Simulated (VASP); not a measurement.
Input:

```xyz
2
Lattice="0.0000 2.7250 2.7250 2.7250 0.0000 2.7250 2.7250 2.7250 0.0000" Properties=species:S:1:pos:R:3 pbc="T T T"
Ga     0.0000     0.0000     0.0000
P      1.3625     1.3625     1.3625
```

These are G0W0 on PBE orbitals, VASP's PBE PAW potentials (set 64) (plane waves; VASP) values and carry that method's errors. Settings: PREC = Normal, 500 eV cut-off, 4×4×4 Γ-centred mesh, Gaussian smearing of 0.010 eV, potentials Ga_d_GW P_GW.

The mesh is coarse and the basis finite, so the quasiparticle values are not converged.

NBANDS = 240, ENCUTGW = 250 eV, NOMEGA = 64. The PBE levels (eV) that the step starts from are:

```
state                           KS energy  filling
------------------------------  ---------  -------
k1 (0.00, 0.00, 0.00), band 6       -8.09        2
k1 (0.00, 0.00, 0.00), band 7        4.41        2
k1 (0.00, 0.00, 0.00), band 8        4.41        2
k1 (0.00, 0.00, 0.00), band 9        4.41        2
k1 (0.00, 0.00, 0.00), band 10       6.22        0
k1 (0.00, 0.00, 0.00), band 11       8.26        0
k1 (0.00, 0.00, 0.00), band 12       8.26        0
k1 (0.00, 0.00, 0.00), band 13       8.26        0
k2 (0.25, 0.00, 0.00), band 6       -7.32        2
k2 (0.25, 0.00, 0.00), band 7        0.52        2
k2 (0.25, 0.00, 0.00), band 8        3.74        2
k2 (0.25, 0.00, 0.00), band 9        3.74        2
k2 (0.25, 0.00, 0.00), band 10       6.55        0
k2 (0.25, 0.00, 0.00), band 11       9.12        0
k2 (0.25, 0.00, 0.00), band 12       9.12        0
k2 (0.25, 0.00, 0.00), band 13      10.75        0
k7 (0.50, 0.50, 0.00), band 6       -5.12        2
k7 (0.50, 0.50, 0.00), band 7       -2.37        2
k7 (0.50, 0.50, 0.00), band 8        1.71        2
k7 (0.50, 0.50, 0.00), band 9        1.71        2
k7 (0.50, 0.50, 0.00), band 10       6.04        0
k7 (0.50, 0.50, 0.00), band 11       6.21        0
k7 (0.50, 0.50, 0.00), band 12      14.97        0
k7 (0.50, 0.50, 0.00), band 13      14.97        0
```

Task: Give the quasiparticle energies and renormalisation factors Z.

Result: 
```
state                           QP energy (eV)     Z
------------------------------  --------------  ----
k1 (0.00, 0.00, 0.00), band 6            -8.68  0.65
k1 (0.00, 0.00, 0.00), band 7             3.75  0.76
k1 (0.00, 0.00, 0.00), band 8             3.75  0.76
k1 (0.00, 0.00, 0.00), band 9             3.75  0.76
k1 (0.00, 0.00, 0.00), band 10            6.43  0.77
k1 (0.00, 0.00, 0.00), band 11            8.36  0.77
k1 (0.00, 0.00, 0.00), band 12            8.36  0.77
k1 (0.00, 0.00, 0.00), band 13            8.36  0.77
k2 (0.25, 0.00, 0.00), band 6            -7.94  0.68
k2 (0.25, 0.00, 0.00), band 7            -0.16  0.73
k2 (0.25, 0.00, 0.00), band 8             3.06  0.76
k2 (0.25, 0.00, 0.00), band 9             3.06  0.76
k2 (0.25, 0.00, 0.00), band 10            6.69  0.77
k2 (0.25, 0.00, 0.00), band 11            9.23  0.76
k2 (0.25, 0.00, 0.00), band 12            9.23  0.76
k2 (0.25, 0.00, 0.00), band 13           10.80  0.74
k7 (0.50, 0.50, 0.00), band 6            -5.72  0.69
k7 (0.50, 0.50, 0.00), band 7            -3.03  0.71
k7 (0.50, 0.50, 0.00), band 8             0.97  0.74
k7 (0.50, 0.50, 0.00), band 9             0.97  0.74
k7 (0.50, 0.50, 0.00), band 10            5.91  0.78
k7 (0.50, 0.50, 0.00), band 11            6.25  0.78
k7 (0.50, 0.50, 0.00), band 12           15.07  0.72
k7 (0.50, 0.50, 0.00), band 13           15.07  0.72
```
On the mesh the gap opens from 1.63 to 2.16 eV.

The compound is GaP in the zinc blende structure. The cell was not relaxed at this level. The k-mesh is coarse (spacing up to 0.50 per Å, 2π included), so the numbers may not be converged in it.
